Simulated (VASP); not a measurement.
Here is the system:

```xyz
5
Lattice="5.3035 0.0000 0.0000 0.0000 5.3035 0.0000 0.0000 0.0000 5.3035" Properties=species:S:1:pos:R:3 pbc="T T T"
Cs     0.0000     0.0000     0.0000
Pb     2.6517     2.6517     2.6517
Cl     2.6517     0.0000     2.6517
Cl     0.0000     2.6517     2.6517
Cl     2.6517     2.6517     0.0000
```

The numbers are results of LDA (Ceperley-Alder, Perdew-Zunger), VASP's LDA PAW potentials (set 64) (plane waves; VASP), not measurements. Run with 500 eV cut-off, 4×4×4 Γ-centred mesh, Gaussian smearing of 0.050 eV, potentials Cs_sv Pb_d Cl.

Energy and stress use the plane-wave basis of the starting cell.

Problem. The ions, cell shape and volume at an external pressure of 10.0 GPa are relaxed. Which structure does the run end with?

Solution. 
```xyz
5
Lattice="5.1602 0.0000 0.0000 0.0000 5.1602 0.0000 0.0000 0.0000 5.1602" Properties=species:S:1:pos:R:3 pbc="T T T"
Cs     0.0000     0.0000     0.0000
Pb     2.5801     2.5801     2.5801
Cl     2.5801     0.0000     2.5801
Cl     0.0000     2.5801     2.5801
Cl     2.5801     2.5801     0.0000
```
Space group Pm-3m (221), at a tolerance of 0.03 Å.

Problem. How do energy and volume change from the first to the last step?

Solution. The energy (σ→0) changes by +107.8 meV/atom and the volume by -7.9 %, in 3 ionic steps.

```tsv
step	E(σ→0) (eV)	max force (eV/Å)	pressure (GPa)	volume (Å³)
1	-19.1181	0.000	4.98	149.17
2	-18.0152	0.000	14.22	129.89
3	-18.5790	0.000	10.03	137.40
```

The compound is CsPbCl3 in the cubic perovskite structure, the ideal cubic form; the compound distorts at low or room temperature. This run relaxes it under an external pressure of 10 GPa. Symmetry was kept, so distortions that lower it aren't found.
